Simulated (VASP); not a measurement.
Write the native input for VASP 6.6.1 that does the following.

```
Task                   : relaxation of cell and atoms
Functional             : PBE
Potentials or basis    : VASP PAW PBE potentials, release 64 (Mg, Cd, Te)
Cutoff                 : 520 eV
k mesh                 : 3 × 3 × 3
Occupations            : gaussian, width 0.15 eV
Spin                   : no spin polarisation
Further INCAR settings : PREC = Normal; ALGO = Fast; EDIFF = 0.0001; IBRION = 2; EDIFFG = -0.08; NSW = 24; ISIF = 3
```

The structure of MgCd2Te3 lies in POSCAR:

```
MgCd2Te3
1.0
    2.6651195200      1.5387074700      7.2264952000
   -2.6651195200      1.5387074700      7.2264952000
    0.0000000000     -3.0774149500      7.2264952000
Mg Cd Te
1 2 3
Direct
    0.5000000000      0.5000000000      0.5000000000
    0.6879610500      0.6879610500      0.6879610500
    0.3120389500      0.3120389500      0.3120389500
    0.0000000000      0.0000000000      0.5000000000
    0.5000000000      0.0000000000      0.0000000000
    0.0000000000      0.5000000000      0.0000000000
```

The cell was built by a generator and needn't be a form met in nature.

One way to write it, as run:

INCAR

```
PREC = Normal
ENCUT = 520
EDIFF = 1E-4
ISMEAR = 0
SIGMA = 0.15
LREAL = False
LASPH = True
NELM = 60
ALGO = Fast
ISIF = 3
LWAVE = False
LCHARG = False
GGA = PE
IBRION = 2
NSW = 24
EDIFFG = -0.08
```

KPOINTS

```
Automatic mesh
0
Gamma
  3 3 3
```

Potentials or basis: VASP PAW PBE potentials, release 64 (Mg, Cd, Te).

Run with:

```sh
$ cat potpaw_PBE.64/Mg/POTCAR potpaw_PBE.64/Cd/POTCAR potpaw_PBE.64/Te/POTCAR > POTCAR
$ mpirun -np 1 vasp_std > vasp.out
```

Results of the run:

```yaml
Relaxed_volume: 33.51 Å³/atom
Relaxed_cell: a = 6.538 Å, b = 6.538 Å, c = 6.538 Å, α = 60.78°, β = 60.78°, γ = 60.78°
Space_group_after_relaxing_to_0.05_Å: R-3m (No. 166)
Energy_gained_by_relaxing: 1146.1 meV/atom
Ionic_steps: 22
Pressure_after_relaxing: -0.2 GPa
Largest_force_after_relaxing: 0.040 eV/Å
Band_gap_on_the_k_mesh: none (metal or under the smearing width)
```

Caveat: the k mesh is coarse (spacing up to 0.46 Å⁻¹), so the values aren't converged; the relaxation stopped at a loose force limit of 0.08 eV/Å, so its end isn't a converged minimum.

Wall time 9 min on 1 thread of Intel(R) Xeon(R) Platinum 8259CL CPU @ 2.50GHz (Skylake/Cascade Lake) (shared host), peak memory 0.36 GiB.
